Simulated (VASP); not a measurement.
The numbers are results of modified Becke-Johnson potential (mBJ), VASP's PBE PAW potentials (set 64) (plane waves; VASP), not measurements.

The input files of a VASP run:

POSCAR:
```
CsBr
1
    4.3908082423     0.0000000000     0.0000000000
    0.0000000000     4.3908082423     0.0000000000
    0.0000000000     0.0000000000     4.3908082423
Cs Br
1 1
Direct
  0.0000000000   0.0000000000   0.0000000000
  0.5000000000   0.5000000000   0.5000000000
```

### INCAR
```
SYSTEM = CsBr
PREC = Accurate; ENCUT = 520; LREAL = F
LASPH = T
EDIFF = 1E-6; NELM = 300; ALGO = Normal
IMIX = 1; AMIX = 0.1; LMAXMIX = 4
LMIXTAU = T
ISMEAR = 0; SIGMA = 0.05
METAGGA = MBJ
ISIF = 0
LWAVE = F; LCHARG = F
```

### KPOINTS
```
Automatic mesh
0
Gamma
4 4 4
0 0 0
```

File KPOINTS_OPT:
```
k-points along high-symmetry lines
11
Line-mode
Reciprocal
  0.000000   0.000000   0.000000 ! GAMMA
  0.000000   0.500000   0.000000 ! X

  0.000000   0.500000   0.000000 ! X
  0.500000   0.500000   0.000000 ! M

  0.500000   0.500000   0.000000 ! M
  0.000000   0.000000   0.000000 ! GAMMA

  0.000000   0.000000   0.000000 ! GAMMA
  0.500000   0.500000   0.500000 ! R

  0.500000   0.500000   0.500000 ! R
  0.000000   0.500000   0.000000 ! X

  0.500000   0.500000   0.500000 ! R
  0.500000   0.500000   0.000000 ! M
```

POTCAR, in this order: Cs_sv Br (PBE.64 set). Program: vasp_std. Read from the step before: WAVECAR.

Output

**OUTCAR**
```
 ion  position               nearest neighbor table
   1  0.000  0.000  0.000-
   2  0.500  0.500  0.500-
  LATTYP: Found a simple cubic cell.
 ALAT       =     4.3908082423
 Subroutine PRICEL returns:
 Original cell was already a primitive cell.
 Subroutine GETGRP returns: Found 48 space group operations
The static configuration has the point symmetry O_h .
The dynamic configuration has the point symmetry O_h .
 Subroutine INISYM returns: Found 48 space group operations
 Subroutine IBZKPT returns following result:
 Found     10 irreducible k-points:

 Following reciprocal coordinates:
            Coordinates               Weight
  0.000000  0.000000  0.000000      1.000000
  0.250000  0.000000  0.000000      6.000000
  0.500000  0.000000  0.000000      3.000000
  0.250000  0.250000  0.000000     12.000000
  0.500000  0.250000  0.000000     12.000000
  0.500000  0.500000  0.000000      3.000000
  0.250000  0.250000  0.250000      8.000000
  0.500000  0.250000  0.250000     12.000000
  0.500000  0.500000  0.250000      6.000000
  0.500000  0.500000  0.500000      1.000000
   k-points           NKPTS =     10   k-points in BZ     NKDIM =     10   number of bands    NBANDS=     12
   number of dos      NEDOS =    301   number of ions     NIONS =      2
   total plane-waves  NPLWV =  46656
   dimension x,y,z NGX =    36 NGY =   36 NGZ =   36
   dimension x,y,z NGXF=    72 NGYF=   72 NGZF=   72
   ions per type =               1   1
   PREC   = accura    normal or accurate (medium, high low for compatibility)
   ISTART =      1    job   : 0-new  1-cont  2-samecut
   ICHARG =      0    charge: 1-file 2-atom 10-const
   ISPIN  =      1    spin polarized calculation?
   LNONCOLLINEAR =      F non collinear calculations
   LSORBIT =      F    spin-orbit coupling
   INIWAV =      1    electr: 0-lowe 1-rand  2-diag
   ENCUT  =  520.0 eV  38.22 Ry    6.18 a.u.   8.16  8.16  8.16*2*pi/ulx,y,z
...
```

### OSZICAR
```
...
DAV: 219     0.518146563074E+03   -0.45948E+00   -0.29159E+00   240   0.160E+01    0.725E+01
DAV: 220     0.142240491185E+03   -0.37591E+03   -0.39207E+03   336   0.954E+02    0.606E+01
DAV: 221     0.442824592293E+03    0.30058E+03   -0.28795E+03   256   0.321E+02    0.631E+01
DAV: 222     0.518423437822E+03    0.75599E+02   -0.11216E+03   304   0.128E+02    0.162E+01
DAV: 223     0.516152691237E+03   -0.22707E+01   -0.27055E+02   288   0.127E+02    0.873E+01
DAV: 224     0.513093966724E+03   -0.30587E+01   -0.20218E+02   304   0.908E+01    0.155E+02
DAV: 225     0.509630913636E+03   -0.34631E+01   -0.20013E+02   260   0.777E+01    0.764E+01
DAV: 226     0.513746091168E+03    0.41152E+01   -0.78846E+01   248   0.595E+01    0.787E+01
DAV: 227     0.502978719210E+03   -0.10767E+02   -0.27242E+02   344   0.219E+02    0.184E+02
DAV: 228     0.512046841289E+03    0.90681E+01   -0.32729E+02   284   0.152E+02    0.585E+01
DAV: 229     0.509534829678E+03   -0.25120E+01   -0.20202E+02   244   0.941E+01    0.129E+02
DAV: 230     0.479403677309E+03   -0.30131E+02   -0.42984E+02   332   0.261E+02    0.214E+02
DAV: 231     0.507075962339E+03    0.27672E+02   -0.42965E+02   296   0.143E+02    0.181E+02
DAV: 232     0.510060797041E+03    0.29848E+01   -0.36290E+02   244   0.145E+02    0.125E+02
DAV: 233     0.514170629929E+03    0.41098E+01   -0.10987E+02   244   0.690E+01    0.112E+02
DAV: 234     0.519316541330E+03    0.51459E+01   -0.71074E+01   268   0.603E+01    0.205E+01
DAV: 235     0.514006912878E+03   -0.53096E+01   -0.63977E+01   240   0.590E+01    0.990E+01
DAV: 236     0.515794947805E+03    0.17880E+01   -0.29126E+01   248   0.344E+01    0.570E+01
DAV: 237     0.517621812525E+03    0.18269E+01   -0.22084E+01   240   0.258E+01    0.968E+01
DAV: 238     0.516299319266E+03   -0.13225E+01   -0.19505E+01   240   0.342E+01    0.160E+01
DAV: 239     0.516710460418E+03    0.41114E+00   -0.52681E+00   248   0.178E+01    0.529E+01
DAV: 240     0.491706585998E+03   -0.25004E+02   -0.30734E+02   340   0.216E+02    0.161E+02
DAV: 241     0.508187216624E+03    0.16481E+02   -0.42908E+02   244   0.163E+02    0.116E+01
DAV: 242     0.512003531676E+03    0.38163E+01   -0.25231E+02   256   0.874E+01    0.392E+01
DAV: 243     0.515488683148E+03    0.34852E+01   -0.99461E+01   248   0.943E+01    0.400E+01
DAV: 244     0.515430890849E+03   -0.57792E-01   -0.93064E+01   244   0.608E+01    0.915E+01
DAV: 245     0.513522444362E+03   -0.19084E+01   -0.75452E+01   244   0.485E+01    0.477E+01
DAV: 246     0.511577618053E+03   -0.19448E+01   -0.10825E+02   244   0.104E+02    0.128E+02
DAV: 247     0.457679398176E+03   -0.53898E+02   -0.35819E+02   384   0.251E+02    0.933E+01
DAV: 248     0.490903054098E+03    0.33224E+02   -0.10982E+03   248   0.285E+02    0.195E+01
DAV: 249     0.513386849490E+03    0.22484E+02   -0.44559E+02   248   0.121E+02    0.113E+02
DAV: 250     0.518603719139E+03    0.52169E+01   -0.98398E+01   244   0.702E+01    0.706E+01
DAV: 251     0.516562192022E+03   -0.20415E+01   -0.56462E+01   240   0.455E+01    0.957E+01
DAV: 252     0.514499640824E+03   -0.20626E+01   -0.48847E+01   240   0.395E+01    0.676E+01
DAV: 253     0.513978565003E+03   -0.52108E+00   -0.99234E+01   240   0.106E+02    0.140E+02
DAV: 254     0.516744510757E+03    0.27659E+01   -0.33592E+01   244   0.418E+01    0.126E+02
DAV: 255     0.517197457446E+03    0.45295E+00   -0.73165E+01   240   0.852E+01    0.591E+01
DAV: 256     0.514200047408E+03   -0.29974E+01   -0.96820E+01   240   0.869E+01    0.151E+02
DAV: 257     0.519732675157E+03    0.55326E+01   -0.55917E+01   240   0.442E+01    0.331E+01
DAV: 258     0.518524360648E+03   -0.12083E+01   -0.40338E+01   240   0.438E+01    0.655E+00
DAV: 259     0.519008453667E+03    0.48409E+00   -0.13984E+01   240   0.306E+01    0.669E+01
DAV: 260     0.518657010049E+03   -0.35144E+00   -0.11872E+01   240   0.245E+01    0.119E+02
DAV: 261     0.518261139968E+03   -0.39587E+00   -0.64787E+00   240   0.184E+01    0.712E+01
DAV: 262     0.495556990248E+03   -0.22704E+02   -0.31189E+02   324   0.209E+02    0.189E+02
DAV: 263     0.508770430704E+03    0.13213E+02   -0.43414E+02   240   0.174E+02    0.501E+01
DAV: 264     0.513147703572E+03    0.43773E+01   -0.37308E+02   256   0.133E+02    0.216E+02
DAV: 265     0.519036159810E+03    0.58885E+01   -0.97009E+01   244   0.802E+01    0.121E+02
DAV: 266     0.519346921411E+03    0.31076E+00   -0.42708E+01   240   0.720E+01    0.405E+01
DAV: 267     0.464754629680E+03   -0.54592E+02   -0.45948E+02   308   0.250E+02    0.196E+02
DAV: 268     0.489070567288E+03    0.24316E+02   -0.11019E+03   240   0.253E+02    0.156E+02
DAV: 269     0.516756466108E+03    0.27686E+02   -0.58675E+02   276   0.149E+02    0.161E+02
DAV: 270     0.517965817162E+03    0.12094E+01   -0.12022E+02   252   0.736E+01    0.574E+01
DAV: 271     0.519740953898E+03    0.17751E+01   -0.56991E+01   240   0.538E+01    0.159E+01
DAV: 272     0.517487660839E+03   -0.22533E+01   -0.45809E+01   244   0.486E+01    0.410E+01
DAV: 273     0.518487236025E+03    0.99958E+00   -0.16407E+01   240   0.344E+01    0.112E+02
DAV: 274     0.515329973864E+03   -0.31573E+01   -0.10080E+02   276   0.124E+02    0.145E+02
DAV: 275     0.459325615720E+03   -0.56004E+02   -0.33006E+02   300   0.240E+02    0.163E+02
DAV: 276     0.489192290211E+03    0.29867E+02   -0.12099E+03   240   0.277E+02    0.101E+02
DAV: 277     0.511980521972E+03    0.22788E+02   -0.44682E+02   272   0.114E+02    0.107E+02
DAV: 278     0.518448604729E+03    0.64681E+01   -0.92666E+01   248   0.879E+01    0.120E+02
DAV: 279     0.519984142967E+03    0.15355E+01   -0.46552E+01   240   0.551E+01    0.196E+01
DAV: 280     0.516800689928E+03   -0.31835E+01   -0.34427E+01   244   0.470E+01    0.963E+01
DAV: 281     0.518678918649E+03    0.18782E+01   -0.25869E+01   240   0.448E+01    0.992E+00
DAV: 282     0.515478454728E+03   -0.32005E+01   -0.48920E+01   276   0.873E+01    0.147E+02
DAV: 283     0.480131570473E+03   -0.35347E+02   -0.18423E+02   308   0.179E+02    0.204E+02
DAV: 284     0.497224424975E+03    0.17093E+02   -0.89663E+02   240   0.277E+02    0.144E+02
DAV: 285     0.514910721283E+03    0.17686E+02   -0.50733E+02   260   0.148E+02    0.226E+02
DAV: 286     0.417499813044E+03   -0.97411E+02   -0.10466E+03   340   0.369E+02    0.212E+02
DAV: 287     0.481893441243E+03    0.64394E+02   -0.15335E+03   248   0.265E+02    0.278E+01
DAV: 288     0.514040849543E+03    0.32147E+02   -0.46971E+02   316   0.124E+02    0.131E+02
DAV: 289     0.517298525107E+03    0.32577E+01   -0.11045E+02   272   0.811E+01    0.183E+02
DAV: 290     0.521528071963E+03    0.42295E+01   -0.77654E+01   244   0.943E+01    0.323E+01
DAV: 291     0.519136295515E+03   -0.23918E+01   -0.20571E+01   240   0.303E+01    0.673E+01
DAV: 292     0.451859631769E+03   -0.67277E+02   -0.59150E+02   312   0.291E+02    0.289E+02
DAV: 293     0.482638316625E+03    0.30779E+02   -0.13131E+03   244   0.259E+02    0.141E+02
DAV: 294     0.416369759269E+03   -0.66269E+02   -0.21328E+03   408   0.368E+02    0.439E+02
DAV: 295     0.501566388527E+03    0.85197E+02   -0.10253E+03   304   0.200E+02    0.253E+01
DAV: 296     0.515373549515E+03    0.13807E+02   -0.66258E+02   260   0.139E+02    0.149E+02
DAV: 297     0.507706421746E+03   -0.76671E+01   -0.20404E+02   276   0.942E+01    0.276E+02
DAV: 298     0.521287301279E+03    0.13581E+02   -0.16307E+02   252   0.122E+02    0.383E+01
DAV: 299     0.513982048561E+03   -0.73053E+01   -0.78478E+01   240   0.669E+01    0.150E+02
DAV: 300     0.515177154724E+03    0.11951E+01   -0.30861E+01   248   0.339E+01
   1 F= 0.51517715E+03 E0= 0.51517715E+03  d E =-.247955E-18
       N       E                     dE             ncg
       N       E                     dE             ncg
       N       E                     dE             ncg
       N       E                     dE             ncg
       N       E                     dE             ncg
       N       E                     dE             ncg
       N       E                     dE             ncg
```

**OUTCAR**
```
------------------------ aborting loop EDIFF was not reached (unconverged)  ----------------------------
  volume of cell :       84.65
      direct lattice vectors                 reciprocal lattice vectors
     4.390808242  0.000000000  0.000000000     0.227748502  0.000000000  0.000000000
     0.000000000  4.390808242  0.000000000     0.000000000  0.227748502  0.000000000
     0.000000000  0.000000000  4.390808242     0.000000000  0.000000000  0.227748502
 POSITION                                       TOTAL-FORCE (eV/Angst)
 -----------------------------------------------------------------------------------
      0.00000      0.00000      0.00000         0.000000      0.000000      0.000000
      2.19540      2.19540      2.19540         0.000000      0.000000      0.000000
 -----------------------------------------------------------------------------------
    total drift:                               -0.000000      0.000000      0.000000
  FREE ENERGIE OF THE ION-ELECTRON SYSTEM (eV)
  ---------------------------------------------------
  free  energy   TOTEN  =       515.1771547240 eV

  energy  without entropy=      515.1771547240  energy(sigma->0) =      515.17715472

     CMBJ =    1.0000

     CMBJA=   -0.0120

     CMBJB=    1.0230

     CMBJE=    0.5000

    CMBJ =    2.0000
```
(Selected blocks of OUTCAR.)

File stdout:
```
...
DAV: 296     0.515373549515E+03    0.13807E+02   -0.66258E+02   260   0.139E+02    0.149E+02
DAV: 297     0.507706421746E+03   -0.76671E+01   -0.20404E+02   276   0.942E+01    0.276E+02
DAV: 298     0.521287301279E+03    0.13581E+02   -0.16307E+02   252   0.122E+02    0.383E+01
DAV: 299     0.513982048561E+03   -0.73053E+01   -0.78478E+01   240   0.669E+01    0.150E+02
DAV: 300     0.515177154724E+03    0.11951E+01   -0.30861E+01   248   0.339E+01

 -----------------------------------------------------------------------------
|                                                                             |
|           W    W    AA    RRRRR   N    N  II  N    N   GGGG   !!!           |
|           W    W   A  A   R    R  NN   N  II  NN   N  G    G  !!!           |
|           W    W  A    A  R    R  N N  N  II  N N  N  G       !!!           |
|           W WW W  AAAAAA  RRRRR   N  N N  II  N  N N  G  GGG   !            |
|           WW  WW  A    A  R   R   N   NN  II  N   NN  G    G                |
|           W    W  A    A  R    R  N    N  II  N    N   GGGG   !!!           |
|                                                                             |
|     The electronic self-consistency was not achieved in the given           |
|     number of steps (NELM). The forces and other quantities evaluated       |
|     might not be reliable so examine the results carefully. If you find     |
|     spurious results, we suggest increasing NELM, if you were close to      |
|     convergence or switching to a different ALGO or adjusting the           |
|     density mixing parameters otherwise.                                    |
|                                                                             |
 -----------------------------------------------------------------------------

   1 F= 0.51517715E+03 E0= 0.51517715E+03  d E =-.247955E-18
 Start KPOINTS_OPT (optional k-point list driver)
k-point batch [1-10\66]
       N       E                     dE             ncg
k-point batch [11-20\66]
       N       E                     dE             ncg
k-point batch [21-30\66]
       N       E                     dE             ncg
k-point batch [31-40\66]
       N       E                     dE             ncg
k-point batch [41-50\66]
       N       E                     dE             ncg
k-point batch [51-60\66]
       N       E                     dE             ncg
k-point batch [61-66\66]
       N       E                     dE             ncg
```

The run did not converge; its last values are not results.

mBJ is a potential without an energy functional, so only the levels count.

The compound is CsBr in the CsCl type structure. It was relaxed first, which changed the volume by +7 %. The cell's shape comes from a PBE relaxation.
